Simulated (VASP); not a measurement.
Output of a VASP run:

File OSZICAR:
```
       N       E                     dE             d eps       ncg     rms          rms(c)
DAV:   1     0.457705371599E+02    0.45771E+02   -0.48082E+03    86   0.458E+02
DAV:   2    -0.896362073134E+00   -0.46667E+02   -0.42709E+02    98   0.130E+02
DAV:   3    -0.231402541484E+01   -0.14177E+01   -0.14077E+01    93   0.226E+01
DAV:   4    -0.231839007857E+01   -0.43647E-02   -0.43644E-02    88   0.143E+00
DAV:   5    -0.231841230104E+01   -0.22222E-04   -0.22222E-04    85   0.892E-02    0.571E+01
DAV:   6     0.194099766630E+01    0.42594E+01   -0.97091E+00    78   0.363E+01    0.203E+01
DAV:   7     0.226804360178E+01    0.32705E+00   -0.16624E+00    78   0.116E+01    0.386E+00
DAV:   8     0.228607256620E+01    0.18029E-01   -0.78993E-02    78   0.188E+00    0.656E-01
DAV:   9     0.228740557008E+01    0.13330E-02   -0.42596E-03    78   0.383E-01    0.363E-01
DAV:  10     0.228759113586E+01    0.18557E-03   -0.14208E-03    83   0.203E-01    0.416E-02
DAV:  11     0.228759110021E+01   -0.35653E-07   -0.38351E-05    44   0.459E-02
   1 F= 0.22875911E+01 E0= 0.23268417E+01  d E =-.785011E-01
```

### OUTCAR
```
------------------------ aborting loop because EDIFF is reached ----------------------------------------
  FORCE on cell =-STRESS in cart. coord.  units (eV):
  Direction    XX          YY          ZZ          XY          YZ          ZX
  --------------------------------------------------------------------------------------
  Total      -81.0434767    -81.0434767    -81.0434767      0.0000000      0.0000000      0.0000000
  in kB    -2289.5961212  -2289.5961212  -2289.5961212      0.0000000      0.0000000      0.0000000
  external PRESSURE =   -2289.5961212 kB  Pullay stress =       0.0000000 kB
  volume of cell :       56.71
      direct lattice vectors                 reciprocal lattice vectors
     0.000000000  3.049392000  3.049392000    -0.163967112  0.163967112  0.163967112
     3.049392000  0.000000000  3.049392000     0.163967112 -0.163967112  0.163967112
     3.049392000  3.049392000  0.000000000     0.163967112  0.163967112 -0.163967112
  FREE ENERGIE OF THE ION-ELECTRON SYSTEM (eV)
  ---------------------------------------------------
  free  energy   TOTEN  =         2.2875911002 eV

  energy  without entropy=        2.3660922289  energy(sigma->0) =        2.32684166
```
(Selected blocks of OUTCAR.)

POSCAR:
```
CdSe
1
    0.0000000000     3.0493920000     3.0493920000
    3.0493920000     0.0000000000     3.0493920000
    3.0493920000     3.0493920000     0.0000000000
Cd Se
1 1
Direct
  0.0000000000   0.0000000000   0.0000000000
  0.7500000000   0.7500000000   0.7500000000
```

Q: Write an INCAR and KPOINTS that could have produced this output.

A: Several could match; the one computed here: the input of the run itself, LDA (Ceperley-Alder, Perdew-Zunger), plane waves, VASP's LDA PAW potentials (set 64).

INCAR:
```
SYSTEM = CdSe
PREC = Accurate; ENCUT = 150; LREAL = .FALSE.
LASPH = .TRUE.
EDIFF = 1E-04; NELM = 100; ALGO = Normal
LMAXMIX = 4
ISMEAR = -1; SIGMA = 0.136
ISIF = 2
LWAVE = .FALSE.; LCHARG = .FALSE.
```

**KPOINTS**
```
Automatic mesh
0
Gamma
2 2 2
0 0 0
```

POTCAR, in this order: Cd Se (LDA.64 set). Program: vasp_std.

At this cut-off the stress carries a Pulay error, which pulls relaxed volumes low.

The structure comes from a computed database's CdSe entry; how it stands against other phases isn't given here. The cell was not relaxed at this level. The k-mesh is coarse (spacing up to 0.89 per Å, 2π included), so the numbers may not be converged in it. The run is one of a series of settings (EDIFF = 1E-04, ENCUT = 150, GGA removed, ISMEAR = -1, SIGMA = 0.136, KPOINTS 2×2×2 Γ-centred mesh, POTCAR Cd Se (LDA.64 set) against the base run), some of them coarse on purpose.
